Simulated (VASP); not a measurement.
Here is the system:

```xyz
2
Lattice="3.5386 0.0000 0.0000 -1.7693 3.0645 0.0000 0.0000 0.0000 5.4304" Properties=species:S:1:pos:R:3 pbc="T T T"
Er     0.0000     2.0430     1.3576
Er     1.7693     1.0215     4.0728
```

Method: PBE GGA, VASP's PBE PAW potentials (set 64) (plane waves; VASP). Settings: 300 eV cut-off, 11×11×6 Γ-centred mesh, Fermi-Dirac smearing of 0.14 eV, potentials Er.

At this cut-off the stress carries a Pulay error, which pulls relaxed volumes low. The run has a spin-polarised start.

Q: Give the stress tensor in GPa (positive for a compressed cell).

A: 
```
2.01  0.00  0.00
0.00  2.01  0.00
0.00  0.00  4.62
```
The pressure is its mean diagonal, 2.88 GPa.

The structure comes from a computed database's Er entry; how it stands against other phases isn't given here. The cell was not relaxed at this level.
